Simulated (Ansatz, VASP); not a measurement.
## CuPPbSe in two plane-wave programs

Wanted: the spread between two codes on one cell, functional and k mesh. The cell is invented: As first built, before any earlier steps moved the atoms (in the runner's words): it takes the CuGePSe structure with some of its atoms replaced by other elements, volume scaled by an estimate. It may not be a known or stable phase. The cell is taken from a series of VASP runs on this material, whose earlier steps may have relaxed, scaled or displaced it; both programs get it as it stands.

Main program and level: Ansatz 0.2.0; plane waves, with VASP 6.6.1 beside it; relaxation of cell and atoms at PBE.

## 1. Starting point

Symmetry: R3m, No. 160, trigonal system. Conventional cell: a = 4.148 Å, b = 4.148 Å, c = 20.385 Å, α = 90.00°, β = 90.00°, γ = 120.00°. Nearest to Pb lie 3 P at 2.67 Å and 1 Se at 2.77 Å. Nearest to Se lie 3 Cu at 2.46 Å and 1 Pb at 2.77 Å. Nearest to Cu lie 1 P at 2.26 Å and 3 Se at 2.46 Å. P has 1 Cu at 2.26 Å and 3 Pb at 2.67 Å nearest. As first built, before any earlier steps moved the atoms (in the runner's words): sites of the CuGePSe structure (space group 160) filled with other elements, volume scaled by an estimate. Farther neighbours and most contacts between anions are not listed.

## 2. Ansatz: relaxation of cell and atoms, PBE

Ansatz runs on its default PAW (the set named soft_2) files.

The relaxed volume is the usual yardstick between codes: its relative difference is about their pressure difference at one cell divided by the bulk modulus.

File input.yaml:

```yaml
crystal:
  lattice:
    - [2.0739064431, 1.197370582, 6.7950359558]
    - [-2.0739064431, 1.197370582, 6.7950359558]
    - [0.0, -2.3947411641, 6.7950359558]
  atoms:
    - { symbol: Pb, position: [0.5021467609, 0.5021467609, 0.5021467609] }
    - { symbol: Se, position: [0.6378425153, 0.6378425153, 0.6378425153] }
    - { symbol: Cu, position: [0.9996635457, 0.9996635457, 0.9996635457] }
    - { symbol: P, position: [0.110348178, 0.110348178, 0.110348178] }
hamiltonian:
  xc: pbe
  pseudopotentials: { kind: paw }
kpoints:
  mp_grid: { grid: [6, 6, 6] }
scf:
  occupations: { method: fermi_dirac, width: 0.05 }
relax:
  f_tol: 0.01
  max_steps: 60
  cell: { stress_tol: 0.05 }
output:
  forces: true
  stress: true
  write_density: true
  write_potential: true
  elf: true
  volumetric_format: npy
```

The run is started by

```
$ ansatz run input.yaml --threads 4 --pin off --max-ram 9216MiB --backend cpu --events-out ev --progress --plain --runs-dir out
```

Numbers of over 12 decimals in the logs are rounded to 6 here.

Output:

```text
basis.fft_grid_basis auto: the FFT boxes are laid along the combinations [[1, -1, 0], [0, 1, 0], [0, -1, 1]] of the cell's own vectors, 4.148, 7.205 and 4.148 Å long. The dense box has 30×50×30 points. Along the cell's own vectors, as sized, it would have 50×50×50, 2.78 times as many. Of the 6 symmetry operations that the crystal satisfies within crystal.symmetry.tolerance (time reversal apart; of a slab, those that  [...]
Engine: ansatz 0.2.0, aarch64-unknown-linux-gnu
Pseudopotentials: kind: paw
Pseudopotential: Pb, paw, valence charge 14, recommended cutoff 420 eV (normal), Pb.paw.azcp
Pseudopotential: Se, paw, valence charge 16, recommended cutoff 420 eV (normal), Se.paw.azcp
Pseudopotential: Cu, paw, valence charge 19, recommended cutoff 420 eV (normal), Cu.paw.azcp
Pseudopotential: P, paw, valence charge 5, recommended cutoff 420 eV (normal), P.paw.azcp
Functional definition: PBE
  parameter kappa = 0.804
  parameter beta = 0.066725
  exchange = pbe_x(kappa = kappa, mu = beta*pi^2/3)
  correlation = pbe_c(beta = beta)
Crystal: 4 atoms, lattice volume = 101.242 Å³
Basis set: ecut = 420 eV, 1943 PW (Γ), FFT grids on a1−a2, a2, −a2+a3, exchange–correlation on 60×100×60 points (8 copies of the dense FFT grid, shifted against one another)
Bands: 33, of which v1, the nominal top of the filled ones, is band 27 counted from 1 (26 counted from 0)
Symmetry: 6 space group operations
Space group: R3m (ITA 160), of the structure as read, at distance tolerance 4.7e-5 Å
k-points: 32 of 216 (time reversal used)
Non-local potential: Pb, projectors of the file, l = 0: 2, l = 1: 2, l = 2: 2, l = 3: 2
Non-local potential: Se, projectors of the file, l = 0: 2, l = 1: 2, l = 2: 3, l = 3: 1
Non-local potential: Cu, projectors of the file, l = 0: 3, l = 1: 2, l = 2: 3, l = 3: 1
Non-local potential: P, projectors of the file, l = 0: 2, l = 1: 2, l = 2: 2
PAW form: soft (Blöchl's): semilocal exchange-correlation on the pseudo side does not see the compensation charge
PAW one-centre angular grid: Pb, 590 points (default); XC on 64 Gauss nodes
PAW one-centre angular grid: Se, 590 points (default); XC on 64 Gauss nodes
PAW one-centre angular grid: Cu, 590 points (default); XC on 64 Gauss nodes
PAW one-centre angular grid: P, 110 points (default); XC on 64 Gauss nodes
Initial density: superposition of atomic densities (neutral atoms: chi_scale 0, normalization atom), corrected by the library's trained network
Initial wavefunctions: pseudopotential atomic-orbital guess
Functional: x = pbe(κ = 0.804, μ = 0.219515), c = pbe(β = 0.066725)
SCF iter   1: F=—  HF=-24756.470106 eV  |F-HF|=—  |Δ(HF+E_count)|=         —  Δρ=3.26e-3  dr2=3.75e-2  ethr=1.77e-3  ⟨swp⟩=7.2  Hψ=4814  notcnv=0  defer=10
preconditioner: auto → LDOS  [metal: Δε(μ)=0.035 eV  Ē_g=11.595 eV  σ=0.050 eV  W_gap=0.17  n_scr=28 (ndim 8)  ℏωp=22.1 eV  f_vac=0.086  D(μ)=1.04/eV (n_scr^D=2)  β→1.0]
SCF iter   2: F=—  HF=-24756.467570 eV  |F-HF|=—  |Δ(HF+E_count)|=   2.54e-3  Δρ=2.38e-3  dr2=2.20e-2  ethr=6.95e-5  ⟨swp⟩=3.0  Hψ=1923  notcnv=0  defer=32
SCF iter   3: F=—  HF=-24756.463343 eV  |F-HF|=—  |Δ(HF+E_count)|=   4.23e-3  Δρ=8.11e-4  dr2=1.83e-3  ethr=4.08e-5  ⟨swp⟩=2.0  Hψ=1505  notcnv=0  defer=32
SCF iter   4: F=—  HF=-24756.462937 eV  |F-HF|=—  |Δ(HF+E_count)|=   4.06e-4  Δρ=1.17e-4  dr2=8.83e-6  ethr=3.40e-6  ⟨swp⟩=3.3  Hψ=2019  notcnv=0  defer=32
SCF iter   5: F=—  HF=-24756.462944 eV  |F-HF|=—  |Δ(HF+E_count)|=   7.11e-6  Δρ=1.84e-4  dr2=2.52e-5  ethr=1.64e-8  ⟨swp⟩=2.3  Hψ=1916  notcnv=0  defer=32
SCF iter   6: F=—  HF=-24756.462944 eV  |F-HF|=—  |Δ(HF+E_count)|=   8.96e-7  Δρ=5.75e-5  dr2=2.99e-6  ethr=1.64e-8  ⟨swp⟩=2.0  Hψ=1334  notcnv=0  defer=32
SCF iter   7: F=—  HF=-24756.462943 eV  |F-HF|=—  |Δ(HF+E_count)|=   1.21e-7  Δρ=2.72e-5  dr2=5.75e-7  ethr=5.54e-9  ⟨swp⟩=2.4  Hψ=1572  notcnv=0  defer=32
SCF iter   8: F=-24756.462943 eV  HF=-24756.462943 eV  |F-HF|=6.20e-9  |Δ(HF+E_count)|=   6.39e-8  Δρ=4.10e-6  dr2=1.38e-8  ethr=1.85e-10  ⟨swp⟩=9.2  Hψ=7911  notcnv=0
SCF 1 converged in 8 iterations: F = -24756.462943 eV  dr2 = 1.38e-8
  greatest PAW one-centre occupation: 1.000 electrons in one spin orbital (limit 2), on the Cu atom at site 2 (counted from 0), in its partial waves of l = 0
relax step   1: F+E_penalty+E_count = -24756.46294336 eV  Δ(F+E_penalty+E_count) = +0.000e0 eV  max|allowed force component| = 3.473e-2 eV/Å  Δτ_max = 0.0000 Å  P = +0.033 GPa  Ω = 101.242 Å³  (8 SCF iters, dr2 threshold 1.00e-7 eV, accepted)
[...]
relax step   2: F+E_penalty+E_count = -24756.46296860 eV  Δ(F+E_penalty+E_count) = -2.525e-5 eV  max|allowed force component| = 1.836e-2 eV/Å  Δτ_max = 0.0038 Å  P = -0.061 GPa  Ω = 101.427 Å³  energy of the carried Pulay correction = -3.206e-5 eV  (6 SCF iters, dr2 threshold 7.54e-8 eV, accepted)
[...]
relax step   3: F+E_penalty+E_count = -24756.46304095 eV  Δ(F+E_penalty+E_count) = -7.235e-5 eV  max|allowed force component| = 1.132e-2 eV/Å  Δτ_max = 0.0016 Å  P = -0.010 GPa  Ω = 101.330 Å³  energy of the carried Pulay correction = -1.523e-5 eV  (6 SCF iters, dr2 threshold 4.04e-8 eV, accepted)
[...]
relax step   4: F+E_penalty+E_count = -24756.46304824 eV  Δ(F+E_penalty+E_count) = -7.290e-6 eV  max|allowed force component| = 2.958e-3 eV/Å  Δτ_max = 0.0026 Å  P = -0.004 GPa  Ω = 101.344 Å³  energy of the carried Pulay correction = -1.777e-5 eV  (5 SCF iters, dr2 threshold 8.01e-9 eV, accepted)
[...]
relax step   5: F+E_penalty+E_count = -24756.46306610 eV  Δ(F+E_penalty+E_count) = -1.785e-5 eV  max|allowed force component| = 2.969e-3 eV/Å  Δτ_max = 0.0000 Å  P = -0.004 GPa  Ω = 101.344 Å³  stress off target by 6.62e-3 GPa  SCF on the basis re-selected at this cell (its energy is not comparable with the rows above)  (6 SCF iters)
basis re-selected at this cell: Δ(F+E_penalty+E_count) = -1.785e-5 eV, ΔP = -0.000 GPa vs the last step (what re-selecting the basis moved, of the pressure what is left beyond the Pulay correction that the steps carried, after the strain that the cell walked since its last selection, with what the two solves' SCF thresholds leave and, on support functions, any second-order correction that the steps lacked; it is no m [...]
SCF converged after 6 iterations
Free energy (F): -24756.463066 eV
Harris-Foulkes:  -24756.463066 eV  (|F-HF|=0.00e0)
Internal energy: -24756.453684 eV  (E = F + TS)
E sigma→0 (E₀):  -24756.458375 eV
Entropy (-TS):   -0.009382 eV (-2.346 meV/atom)
Fermi energy:    7.844636 eV
--- Per-component energies (eV) ---
  E_band       = -982.429277
  E_kinetic    = 775.310022
  E_local      = -10514.893280  (includes V_loc(G=0)·N_el)
  E_nonlocal   = 183.094527
  E_hartree    = 4781.741565
  E_xc         = -472.542696
  E_vxc        = -402.563503  (∫ρ·V_xc dr)
  E_paw        = -14555.903205  (= ΣΔE_a)
  E_vpaw       = -586.859721  (= ΣTr[D̂ρ^β])
  E_aug_tail   = -0.000254  (compensation charges beyond the density's cutoff)
  E_ewald      = -4953.260363
  E_smearing   = -0.009382  (= −TS)
  E_closure    = 0.000000  (closes the sum)
  Σ components = -24756.463066   (vs F -24756.463066, Δ=0.00e0)
--- Forces (eV/Å), atoms counted from 1 ---
  atom   1  Pb     0.00000000    -0.00000000     0.00222081
  atom   2  Se     0.00000000    -0.00000000     0.00280096
  atom   3  Cu     0.00000000     0.00000000    -0.00296888
  atom   4  P      0.00000000     0.00000000    -0.00205388
  max |Σ_I F_I| component: 9.85e-7 eV/Å
--- Stress (GPa, compression-positive) ---
       -0.003021       0.000000       0.000000
        0.000000      -0.003021       0.000000
        0.000000       0.000000      -0.006624
  P = ⅓ Tr σ = -0.0042 GPa (-0.042 kbar)
--- Band table (eV; the first three rows and the last of 32) ---
  k-point 0: bands = [... 23 lower, 6.6609, 6.6609, 7.8160, 8.0914, 8.0914, 9.6482, 10.9771, 10.9771, ... 2 higher]
  k-point 1: bands = [... 23 lower, 6.3984, 6.7014, 7.4113, 7.6414, 8.3130, 10.0774, 11.1023, 11.5726, ... 2 higher]
  k-point 2: bands = [... 23 lower, 5.9200, 6.0185, 6.5618, 6.9297, 8.7436, 9.9989, 11.5415, 12.4193, ... 2 higher]
  k-point 31: bands = [... 23 lower, 6.8099, 6.8099, 7.8082, 7.8082, 8.1022, 10.4055, 10.8935, 11.3278, ... 2 higher]
--- Relaxed structure (4 steps of the walk, 4 accepted, 1 SCFs on fresh bases) ---
  F+E_penalty+E_count = -24756.46306610 eV   max|allowed force component| = 2.969e-3 eV/Å   (the final SCF, on the basis selected at the relaxed cell)
  cell:  # Å, volume = 101.3444 Å³
    - [2.073901, 1.197367, 6.801943]
    - [-2.073901, 1.197367, 6.801943]
    - [0, -2.394735, 6.801943]
  atoms:
    - { symbol: Pb, position: [0.502057, 0.502057, 0.502057] }
    - { symbol: Se, position: [0.637867, 0.637867, 0.637867] }
    - { symbol: Cu, position: [0.999879, 0.999879, 0.999879] }
    - { symbol: P, position: [0.110198, 0.110198, 0.110198] }
```

Wall time 17 s (4 threads of Arm Neoverse V1, shared host); peak memory 0.5 GiB; 61 s of CPU time.

(Part 1 of 2 ends here.)

[Lines on the potential files, build, host, timing and source positions are cut from VASP's logs without a mark.]

[Logs are printed without paths, hosts, clocks, repeated set-up lines and the standing remarks that a program may print on its own settings, such as how far it seeks lower states.]

[Hosts, paths, dates, database ids (printed as entryN), source tags and the programs' standing remarks are cut or masked in the printed files.]
